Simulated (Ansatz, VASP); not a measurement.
## Al2O3 (Corundum) in two plane-wave programs

Aim: how closely do two programs agree when they are given the same cell, functional and k mesh? The cell is taken from a series of runs on this material, whose earlier steps may have relaxed, scaled, displaced or heated it; both programs get it as it stands. Other levels of theory on this material are compared in a session of their own.

Program: Ansatz 0.2.0. Level of theory: plane waves, with VASP 6.6.1 beside it; zone-centre phonons at LDA. Results are calculated unless marked as measured.

**1. Set-up**

Symmetry: R-3c, No. 167, trigonal system. The conventional cell has a = 4.696 Å, b = 4.696 Å, c = 12.837 Å, α = 90.00°, β = 90.00°, γ = 120.00°. Nearest to Al lie 6 O at 1.83 to 1.94 Å. O has 4 Al at 1.83 to 1.94 Å nearest. Farther neighbours and most contacts between anions are not listed.

**2. Ansatz: zone-centre phonons, LDA**

Ansatz runs on its PAW soft_1 files.

Second derivatives magnify differences that forces hide, and they need a tight electronic threshold.

Contents of input.yaml:

```yaml
crystal:
  lattice:
    - [2.3478198594, 1.3555144278, 4.2790546418]
    - [-2.3478198594, 1.3555144278, 4.2790546418]
    - [0.0, -2.7110288557, 4.2790546418]
  atoms:
    - { symbol: Al, position: [0.3510655594, 0.3510655594, 0.3510655594] }
    - { symbol: Al, position: [0.1489344406, 0.1489344406, 0.1489344406] }
    - { symbol: Al, position: [0.6489344406, 0.6489344406, 0.6489344406] }
    - { symbol: Al, position: [0.8510655594, 0.8510655594, 0.8510655594] }
    - { symbol: O, position: [0.5572665015, 0.9427334985, 0.25] }
    - { symbol: O, position: [0.25, 0.5572665015, 0.9427334985] }
    - { symbol: O, position: [0.9427334985, 0.25, 0.5572665015] }
    - { symbol: O, position: [0.4427334985, 0.0572665015, 0.75] }
    - { symbol: O, position: [0.75, 0.4427334985, 0.0572665015] }
    - { symbol: O, position: [0.0572665015, 0.75, 0.4427334985] }
kpoints:
  mp_grid: { grid: [4, 4, 4] }
hamiltonian:
  xc: lda
  pseudopotentials: { kind: paw, azcp: { folder: soft_1 }, xc_functional: pbe }
scf:
  occupations: { method: fixed }
output:
  eigenvalues: true
basis:
  ecutwfc: 260.0
phonons:
  method: dfpt
  dielectric: true
  rigid_motions: translations
```

On the command line:

```console
> ansatz run input.yaml --threads 4 --pin off --max-ram 15360MiB --backend cpu --events-out ev --progress --plain --runs-dir out
```

Numbers of over 12 decimals in the logs are rounded to 6 here.

The program printed:

```text
Warning: basis.ecutwfc = 260 eV is below the records' recommended 420 eV, and the density's cutoff is lower with it unless basis.ecutrho_ratio is high enough to keep the records' density cutoff: compare with a run at a higher cutoff
Engine: ansatz 0.2.0, x86_64-unknown-linux-gnu
Pseudopotentials: kind: paw
Pseudopotential: Al, paw, valence charge 3, recommended cutoff 420 eV (normal), soft_1/Al.paw.azcp
Pseudopotential: O, paw, valence charge 6, recommended cutoff 420 eV (normal), soft_1/O.paw.azcp
Functional definition: SPW92
  exchange = slater_x
  correlation = pw_c
Crystal: 10 atoms, lattice volume = 81.709 Å³
Basis set: ecut = 260 eV, 773 PW (Γ), exchange–correlation on 60×60×60 points (8 copies of the dense FFT grid, shifted against one another)
Bands: 34, of which v1, the nominal top of the filled ones, is band 24 counted from 1 (23 counted from 0)
Symmetry: 12 space group operations
k-points: 36 of 64 (irreducible under 1 space group operation, time reversal used)
Non-local potential: Al, projectors of the file, l = 0: 2, l = 1: 2, l = 2: 1
Non-local potential: O, projectors of the file, l = 0: 2, l = 1: 2, l = 2: 1
PAW form: soft (Blöchl's): semilocal exchange-correlation on the pseudo side does not see the compensation charge
PAW frozen core: Al, regenerated for the run's functional, and the local potential with it (the file was generated under x = pbe(κ = 0.804, μ = 0.219515), c = pbe(β = 0.066725))
PAW frozen core: O, regenerated for the run's functional, and the local potential with it (the file was generated under x = pbe(κ = 0.804, μ = 0.219515), c = pbe(β = 0.066725))
PAW one-centre angular grid: Al, 110 points (default); XC on 64 Gauss nodes
PAW one-centre angular grid: O, 110 points (default); XC on 64 Gauss nodes
Initial density: superposition of atomic densities (chi_scale 0.1, normalization cell, long waves kept (reshape's long-wave potential 0.00 eV rms))
Initial wavefunctions: pseudopotential atomic-orbital guess
Functional: x = slater, c = lda
SCF iter   1: F=—  HF=-5396.098176 eV  |F-HF|=—  |Δ(HF+E_count)|=         —  Δρ=1.06e-1  dr2=8.82e0  ethr=3.10e-3  ⟨swp⟩=4.9  Hψ=4696  notcnv=0  defer=231
preconditioner: auto → Resta (q_TF=auto, 2.497 Å⁻¹)  ε∞=3.3  [insulator: Δε(μ)=7.519 eV  Ē_g=18.787 eV  n_scr=20 (ndim 8)  ℏωp=28.5 eV  f_vac=0.000  ε∞_Penn≈3.3]
SCF iter   2: F=—  HF=-5393.404042 eV  |F-HF|=—  |Δ(HF+E_count)|=    2.69e0  Δρ=4.74e-2  dr2=9.09e-1  ethr=3.10e-3  ⟨swp⟩=2.1  Hψ=2553  notcnv=0  defer=184
SCF iter   3: F=—  HF=-5393.042614 eV  |F-HF|=—  |Δ(HF+E_count)|=   3.61e-1  Δρ=1.86e-2  dr2=1.59e-1  ethr=1.89e-3  ⟨swp⟩=1.1  Hψ=1099  notcnv=0  defer=173
SCF iter   4: F=—  HF=-5392.979991 eV  |F-HF|=—  |Δ(HF+E_count)|=   6.26e-2  Δρ=1.52e-3  dr2=9.77e-4  ethr=3.31e-4  ⟨swp⟩=3.0  Hψ=1667  notcnv=0  defer=285
SCF iter   5: F=—  HF=-5392.980048 eV  |F-HF|=—  |Δ(HF+E_count)|=   5.71e-5  Δρ=1.59e-4  dr2=2.15e-5  ethr=2.04e-6  ⟨swp⟩=2.8  Hψ=1935  notcnv=0  defer=288
SCF iter   6: F=—  HF=-5392.980049 eV  |F-HF|=—  |Δ(HF+E_count)|=   9.01e-7  Δρ=2.83e-5  dr2=7.32e-7  ethr=4.47e-8  ⟨swp⟩=2.1  Hψ=1778  notcnv=0  defer=214
SCF iter   7: F=—  HF=-5392.980047 eV  |F-HF|=—  |Δ(HF+E_count)|=   1.31e-6  Δρ=4.08e-6  dr2=1.46e-8  ethr=1.52e-9  ⟨swp⟩=2.0  Hψ=1944  notcnv=0  defer=164
SCF iter   8: F=—  HF=-5392.980047 eV  |F-HF|=—  |Δ(HF+E_count)|=   2.56e-9  Δρ=4.73e-7  dr2=1.02e-10  ethr=3.05e-11  ⟨swp⟩=2.2  Hψ=1815  notcnv=0  defer=164
SCF iter   9: F=-5392.980047 eV  HF=-5392.980047 eV  |F-HF|=1.82e-12  |Δ(HF+E_count)|=  3.64e-12  Δρ=5.28e-8  dr2=1.18e-12  ethr=1.00e-12  ⟨swp⟩=14.4  Hψ=7853  notcnv=0
SCF 1 converged in 9 iterations: F = -5392.980047 eV  dr2 = 1.18e-12
  greatest PAW one-centre occupation: 0.864 electrons in one spin orbital (limit 2), on the O atom at site 7 (counted from 0), in its partial waves of l = 0
NSCF: frozen V_eff on 6 k-points
DFPT response loops at Γ: preconditioner auto → none (the input reference at scf.mixing.eps_inf says where Resta's filter doesn't serve); β = 0.50; Broyden in place of MSR1
── the response to a field inside a basis, on 4×4×4 k-points: an SCF that follows is theirs, and a resumed run solves both again ──
Bands: 25, of which v1, the nominal top of the filled ones, is band 24 counted from 1 (23 counted from 0)
k-points: 10 of 64
Initial density: handed on by an earlier stage of this run
Initial wavefunctions: pseudopotential atomic-orbital guess (no wavefunctions were taken with the density)
Eigensolver: Dense (10 Hₖ)
SCF iter   1: F=—  HF=-5397.041166 eV  |F-HF|=—  |Δ(HF+E_count)|=         —  Δρ=2.77e-2  dr2=1.93e-1  ethr=1.00e-1
preconditioner: auto → Resta (q_TF=auto, 2.497 Å⁻¹)  ε∞=4.4  [insulator: Δε(μ)=7.051 eV  Ē_g=15.523 eV  n_scr=20 (ndim 8)  ℏωp=28.5 eV  f_vac=0.000  ε∞_Penn≈4.4]
SCF iter   2: F=—  HF=-5396.971640 eV  |F-HF|=—  |Δ(HF+E_count)|=   6.95e-2  Δρ=8.31e-3  dr2=1.25e-2  ethr=4.01e-4
SCF iter   3: F=—  HF=-5396.968569 eV  |F-HF|=—  |Δ(HF+E_count)|=   3.07e-3  Δρ=3.91e-3  dr2=3.11e-3  ethr=2.61e-5
SCF iter   4: F=—  HF=-5396.967655 eV  |F-HF|=—  |Δ(HF+E_count)|=   9.13e-4  Δρ=9.28e-5  dr2=2.44e-6  ethr=6.49e-6
SCF iter   5: F=-5396.967654 eV  HF=-5396.967654 eV  |F-HF|=1.80e-8  |Δ(HF+E_count)|=   9.97e-7  Δρ=1.10e-5  dr2=5.18e-8  ethr=5.09e-9
SCF 1 converged in 5 iterations: F = -5396.967654 eV  dr2 = 5.18e-8
  greatest PAW one-centre occupation: 0.859 electrons in one spin orbital (limit 2), on the O atom at site 8 (counted from 0), in its partial waves of l = 0
DFPT response loops at Γ: mixed as the last ones told, above
SCF converged after 9 iterations
Free energy (F): -5392.980047 eV
Harris-Foulkes:  -5392.980047 eV  (|F-HF|=1.82e-12)
Internal energy: -5392.980047 eV  (E = F + TS)
E sigma→0 (E₀):  -5392.980047 eV
Fermi energy:    7.864314 eV
--- Per-component energies (eV) ---
  E_band       = 66.952580
  E_kinetic    = 1176.728031
  E_local      = -1913.723522  (includes V_loc(G=0)·N_el)
  E_nonlocal   = 335.540191
  E_hartree    = 717.971678
  E_xc         = -595.496106
  E_vxc        = -691.779006  (∫ρ·V_xc dr)
  E_paw        = -2685.563819  (= ΣΔE_a)
  E_vpaw       = -275.785488  (= ΣTr[D̂ρ^β])
  E_aug_tail   = 0.029019  (compensation charges beyond the density's cutoff)
  E_ewald      = -2429.269914
  E_core_change = 0.804395  (= ΣΔE_core)
  E_smearing   = -0.000000  (= −TS)
  E_closure    = -0.000000  (closes the sum)
  Σ components = -5392.980047   (vs F -5392.980047, Δ=0.00e0)
--- Band table (eV; the first three rows and the last of 36) ---
  k-point 0: bands = [... 20 lower, 7.3159, 7.8381, 7.8643, 7.8643, 14.4221, 17.1425, 18.9725, 19.5673, ... 6 higher]
  k-point 1: bands = [... 20 lower, 7.0305, 7.3721, 7.6868, 7.7080, 15.6694, 18.1766, 18.1854, 18.8224, ... 6 higher]
  k-point 2: bands = [... 20 lower, 6.8807, 6.8807, 7.5429, 7.5429, 17.5503, 17.5503, 17.7859, 17.7859, ... 6 higher]
  k-point 35: bands = [... 20 lower, 7.4726, 7.4726, 7.4726, 7.4726, 16.8037, 16.8037, 19.1329, 19.1329, ... 6 higher]
--- Phonons (Γ-DFPT): 5 representative perturbations + reference, on 36 of 64 k-points (Σ response iterations 15) ---
  k mesh reduced under 1 symmetry operation, with k and −k counted as one. Each operation leaves every solved perturbation unchanged. A smaller set is not considered because the run solves the response to a homogeneous field
  ASR residual: 6.160e-6 → 0.000e0 eV/Å²; symmetrization residual: 1.996e-6 eV/Å²
  ASR residual per site (eV/Å²): 2.41e-6 2.41e-6 2.41e-6 2.41e-6 6.16e-6 4.34e-6 4.34e-6 6.16e-6 4.34e-6 4.34e-6
  Γ frequencies (cm⁻¹): 0.00 0.00 0.00 340.00 403.25 403.25 422.87 427.15 427.15 439.44 460.30 460.30 475.16 475.16 493.93 493.93 564.63 611.18 611.18 641.53 644.68 644.68 652.24 684.01 684.01 706.88 738.01 815.00 822.59 822.59
  ε∞ (high-frequency dielectric tensor):
        3.220784    -0.000000    -0.000000
       -0.000000     3.220784     0.000000
       -0.000000     0.000000     3.189230
  ε⁰ (static dielectric tensor: ions relaxed, cell fixed):
        8.115813     0.000000    -0.000000
        0.000000     8.115813    -0.000000
       -0.000000    -0.000000     9.661032
  ε⁰ − ε∞ (ionic part):
        4.895029     0.000000    -0.000000
        0.000000     4.895029    -0.000000
       -0.000000    -0.000000     6.471803
  softest optical mode at Γ: 340.00 cm⁻¹; the repairs (sum rule, projections) moved no ω² at Γ by more than (1.07 cm⁻¹)²
  Born effective charges Z* (e; rows j = field, columns β = displacement):
    site 0:
         2.93334   -0.03156   -0.00000
         0.03156    2.93334    0.00000
         0.00000    0.00000    2.92163
    site 1:
         2.93334    0.03156    0.00000
        -0.03156    2.93334    0.00000
        -0.00000    0.00000    2.92163
    site 2:
         2.93334   -0.03156   -0.00000
         0.03156    2.93334    0.00000
         0.00000    0.00000    2.92163
    site 3:
         2.93334    0.03156    0.00000
        -0.03156    2.93334    0.00000
        -0.00000    0.00000    2.92163
    site 4:
        -2.05581   -0.00000   -0.00000
         0.00000   -1.85531    0.25835
         0.00000    0.34681   -1.94775
    site 5:
[...]
site 6:
[...]
site 7:
[...]
site 8:
[...]
site 9:
[...]
Z* charge neutrality: 6.972e-2 e pre-enforcement
  solved inside a basis spanned on kpoints, on 4×4×4 k-points, its susceptibility summed on 8×8×8: ε∞ is read to err by 3.7e-2, Z* by 2.9e-2 e (field_mesh: kpoints solves on kpoints); Z* is corrected for what the basis lacks
  optical modes at Γ without the LO–TO term, one row a degenerate level:
      ω (cm⁻¹)  modes    IR ((D/Å)²/amu)
[...]
optical modes at Γ + LO–TO along q̂ = [1.0000, 0.0000, 0.0000]:
      ω (cm⁻¹)  modes    IR ((D/Å)²/amu)
[...]
optical modes at Γ + LO–TO along q̂ = [0.0000, 1.0000, 0.0000]:
      ω (cm⁻¹)  modes    IR ((D/Å)²/amu)
[...]
optical modes at Γ + LO–TO along q̂ = [0.0000, 0.0000, 1.0000]:
      ω (cm⁻¹)  modes    IR ((D/Å)²/amu)
[...]
641.53      1             0.0000
        644.68      2            75.5899
        684.01      2            13.1573
        706.88      1             0.0000
        738.01      1             0.0000
        815.00      1             0.0000
        822.59      2             0.0000
        921.35      1            60.0413
```

Reading the cycles: dr2 is the Hartree energy of the density residual (eV), the measure of convergence; HF is the Harris–Foulkes estimate of the energy, which meets the free energy F at convergence.

[end of part 1 of 3]

[Lines on the potential files, build, host, timing and source positions are cut from VASP's logs without a mark.]

[Logs are printed without paths, hosts, clocks, repeated set-up lines and the standing remarks that a program may print on its own settings, such as how far it seeks lower states.]

[Hosts, paths, dates, database ids (printed as entryN), source tags and the programs' standing remarks are cut or masked in the printed files.]
